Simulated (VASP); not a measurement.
## TaN (relaxed from the NbAs structure, space group I4_1md): computed properties

All values below come from r2SCAN meta-GGA, VASP's PBE PAW potentials (set 64) (plane waves; VASP 6.6.1).

- space group: I4_1md (109)
- cell: a = 2.9062 Å, b = 2.9062 Å, c = 10.2526 Å, α = 90.00°, β = 90.00°, γ = 90.00°
- volume per atom: 10.82 Å³/atom
- band gap (over mesh and band path): 0.82 eV
- smallest direct gap (over mesh and band path): 1.05 eV
- density: 14.95 g/cm³

```cif
data_N2Ta2
_chemical_formula_sum 'Ta2 N2'
_space_group_name_H-M_alt 'P 1'
_space_group_IT_number 1
_cell_length_a 5.52285
_cell_length_b 5.52285
_cell_length_c 5.52285
_cell_angle_alpha 149.491
_cell_angle_beta 149.491
_cell_angle_gamma 43.689
loop_
_space_group_symop_operation_xyz
  'x, y, z'
loop_
_atom_site_label
_atom_site_type_symbol
_atom_site_fract_x
_atom_site_fract_y
_atom_site_fract_z
_atom_site_occupancy
Ta1 Ta 0.74877 0.74877 0.00000 1
Ta2 Ta 0.49877 0.99877 0.50000 1
N1 N 0.16723 0.16723 0.00000 1
N2 N 0.91723 0.41723 0.50000 1
```

Unless said otherwise, spin-orbit coupling is left out, though it shifts the bands of the heavy elements here.

The structure was generated: TaN was put into the NbAs type (I4_1md), which need not be its known phase. It was relaxed first, which changed the volume by +23 %. Symmetry was kept, so distortions that lower it aren't found.
